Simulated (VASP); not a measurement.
These are LDA (Ceperley-Alder, Perdew-Zunger), VASP's LDA PAW potentials (set 64) (plane waves; VASP) values and carry that method's errors.

A VASP calculation is set up with these files.

File POSCAR:
```
Ti
1.0
 -1.6258200000   1.6258200000   1.6258200000
  1.6258200000  -1.6258200000   1.6258200000
  1.6258200000   1.6258200000  -1.6258200000
Ti
1
direct
  0.0000000000   0.0000000000   0.0000000000
```

INCAR:
```
# general
SYSTEM   =  Ti
PREC     =  Accurate
ENCUT    =  400   # plane-wave cut-off (eV)
LREAL    =  .False.   # projection in real space or not
LASPH    =  .True.

# electronic loop
EDIFF    =  1E-6   # SCF stop (eV)
NELM     =  100   # most electronic steps
ALGO     =  Normal   # blocked Davidson
LMAXMIX  =  4   # l cut-off of mixed one-centre charges

# smearing
ISMEAR   =  1   # Methfessel-Paxton
SIGMA    =  0.1

# ions
IBRION   =  2
NSW      =  60   # most ionic steps
ISIF     =  3   # ions, shape and volume
EDIFFG   =  -0.01   # ionic stop

# output
LWAVE    =  .False.
LCHARG   =  .False.
```

**KPOINTS**
```
Automatic mesh
0
Gamma
14 14 14
0 0 0
```

POTCAR, in this order: Ti_sv (LDA.64 set). Program: vasp_std.

Energy and stress use the plane-wave basis of the starting cell.

Q: What does the run give for the energy per atom (σ→0), volume per atom, band gap (on the k-mesh)?

A: 
| Property | Value |
|---|---|
| energy per atom (σ→0) | -8.462 eV/atom |
| band gap (on the k-mesh) | none (metal, semimetal or under 0.01 eV) |
| volume per atom | 15.72 Å³/atom |

**OSZICAR**
```
...
DAV:   3    -0.842705309033E+01    0.94925E-02   -0.24345E-01  2820   0.390E+00    0.496E-01
DAV:   4    -0.844389310875E+01   -0.16840E-01   -0.28240E-02  2914   0.109E+00    0.391E-01
DAV:   5    -0.846020005554E+01   -0.16307E-01   -0.33863E-02  3064   0.951E-01    0.214E-01
DAV:   6    -0.846116805003E+01   -0.96799E-03   -0.10041E-03  2224   0.318E-01    0.833E-02
DAV:   7    -0.846149603409E+01   -0.32798E-03   -0.60699E-04  2904   0.205E-01    0.542E-03
DAV:   8    -0.846150844014E+01   -0.12406E-04   -0.45699E-05  2660   0.438E-02    0.153E-03
DAV:   9    -0.846150837491E+01    0.65225E-07   -0.18697E-06  1744   0.969E-03
   3 F= -.84615084E+01 E0= -.84618474E+01  d E =-.462630E-01
```

The structure comes from a computed database's Ti entry (Im-3m); how it stands against other phases isn't given here. This run relaxes it. Symmetry was kept, so distortions that lower it aren't found.
